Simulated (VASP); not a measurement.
Computed with PBE GGA, VASP's PBE PAW potentials (set 64) (plane waves; VASP).

Input for VASP

**KPOINTS**
```
Automatic mesh
0
Gamma
17 17 9
0 0 0
```

### INCAR
```
# general
SYSTEM   =  Tc
PREC     =  Accurate
ENCUT    =  520
LREAL    =  .FALSE.
LASPH    =  .TRUE.   # aspherical one-centre terms

# electronic loop
EDIFF    =  1E-7
NELM     =  100
ALGO     =  Normal   # blocked Davidson
LMAXMIX  =  4   # l cut-off of mixed one-centre charges

# smearing
ISMEAR   =  -5   # tetrahedra, Bloechl

# functional
GGA      =  PE

# ions
ISIF     =  2

# output
LWAVE    =  .FALSE.
LCHARG   =  .TRUE.
LORBIT   =  11
NEDOS    =  601
```

File POSCAR:
```
Tc
1
    1.3741843832    -2.3801575679    -0.0000000000
    1.3741843832     2.3801575679     0.0000000000
    0.0000000000    -0.0000000000     4.4029742244
Tc
2
Direct
  0.3333330000   0.6666670000   0.2500000000
  0.6666670000   0.3333330000   0.7500000000
```

POTCAR, in this order: Tc_pv (PBE.64 set). Program: vasp_std.

The run wrote:

### OUTCAR
```
 ion  position               nearest neighbor table
   1  0.333  0.667  0.250-   2 2.71   2 2.71   2 2.71   2 2.71   2 2.71   2 2.71
   2  0.667  0.333  0.750-   1 2.71   1 2.71   1 2.71   1 2.71   1 2.71   1 2.71
  LATTYP: Found a hexagonal cell.
 ALAT       =     2.7483691104
 C/A-ratio  =     1.6020316222
 Subroutine PRICEL returns:
 Original cell was already a primitive cell.
 Subroutine GETGRP returns: Found 24 space group operations
The static configuration has the point symmetry D_3d.
 The point group associated with its full space group is D_6h.
The dynamic configuration has the point symmetry D_3d.
 Subroutine INISYM returns: Found 24 space group operations
 Subroutine IBZKPT returns following result:
 Found    165 irreducible k-points:

 Following reciprocal coordinates:
            Coordinates               Weight
  0.000000  0.000000  0.000000      1.000000
  0.058824  0.000000  0.000000      6.000000
  0.117647 -0.000000  0.000000      6.000000
  0.176471  0.000000  0.000000      6.000000
  0.235294 -0.000000  0.000000      6.000000
  0.294118  0.000000  0.000000      6.000000
  0.352941  0.000000  0.000000      6.000000
...
```

**OSZICAR**
```
       N       E                     dE             d eps       ncg     rms          rms(c)
DAV:   1     0.313947750930E+03    0.31395E+03   -0.16838E+04  5634   0.161E+03
DAV:   2    -0.139717789910E+02   -0.32792E+03   -0.32503E+03  6197   0.456E+02
DAV:   3    -0.220785717251E+02   -0.81068E+01   -0.79408E+01  6771   0.822E+01
DAV:   4    -0.221636212966E+02   -0.85050E-01   -0.84377E-01  6220   0.805E+00
DAV:   5    -0.221643234423E+02   -0.70215E-03   -0.70023E-03  6240   0.730E-01    0.234E+01
DAV:   6    -0.208569063656E+02    0.13074E+01   -0.32464E+00  5962   0.178E+01    0.714E+00
DAV:   7    -0.207095583426E+02    0.14735E+00   -0.58456E-01  6390   0.685E+00    0.867E-01
DAV:   8    -0.207003596771E+02    0.91987E-02   -0.10183E-02  5815   0.108E+00    0.198E-01
DAV:   9    -0.207004978671E+02   -0.13819E-03   -0.38216E-04  6662   0.174E-01    0.204E-02
DAV:  10    -0.207004841309E+02    0.13736E-04   -0.15690E-05  5957   0.350E-02    0.123E-02
DAV:  11    -0.207004876618E+02   -0.35309E-05   -0.14622E-06  5865   0.120E-02    0.778E-04
DAV:  12    -0.207004866372E+02    0.10247E-05   -0.31203E-08  2944   0.141E-03    0.377E-04
DAV:  13    -0.207004862882E+02    0.34898E-06   -0.10593E-08  2863   0.794E-04    0.118E-04
DAV:  14    -0.207004863388E+02   -0.50616E-07   -0.15255E-09  2838   0.346E-04
   1 F= -.20700486E+02 E0= -.20700486E+02  d E =0.000000E+00
```

File OUTCAR:
```
------------------------ aborting loop because EDIFF is reached ----------------------------------------
  FORCE on cell =-STRESS in cart. coord.  units (eV):
  Direction    XX          YY          ZZ          XY          YZ          ZX
  --------------------------------------------------------------------------------------
  Total        0.0593121      0.0593121      0.0042911      0.0000000      0.0000000     -0.0000000
  in kB        3.2993383      3.2993394      0.2387014      0.0000000      0.0000000     -0.0000000
  external PRESSURE =       2.2791264 kB  Pullay stress =       0.0000000 kB
  volume of cell :       28.80
      direct lattice vectors                 reciprocal lattice vectors
     1.374184383 -2.380157568  0.000000000     0.363852192 -0.210070126  0.000000000
     1.374184383  2.380157568  0.000000000     0.363852192  0.210070126  0.000000000
     0.000000000  0.000000000  4.402974224     0.000000000  0.000000000  0.227119204
 POSITION                                       TOTAL-FORCE (eV/Angst)
 -----------------------------------------------------------------------------------
      1.37418      0.79339      1.10074        -0.000000      0.000000      0.000000
      1.37418     -0.79339      3.30223         0.000000     -0.000000      0.000000
 -----------------------------------------------------------------------------------
    total drift:                                0.000027      0.000620     -0.000043
  FREE ENERGIE OF THE ION-ELECTRON SYSTEM (eV)
  ---------------------------------------------------
  free  energy   TOTEN  =       -20.7004863388 eV

  energy  without entropy=      -20.7004863388  energy(sigma->0) =      -20.70048634

 total charge

# of ion       s       p       d       tot
------------------------------------------
    1        0.476   6.487   5.111  12.074
    2        0.476   6.487   5.111  12.074
--------------------------------------------------
tot          0.952  12.974  10.222  24.148
```
(Selected blocks of OUTCAR.)

For a metal the tetrahedron method with Blöchl corrections gives inexact stress and forces.

The compound is Tc in the hcp structure. It was relaxed first.
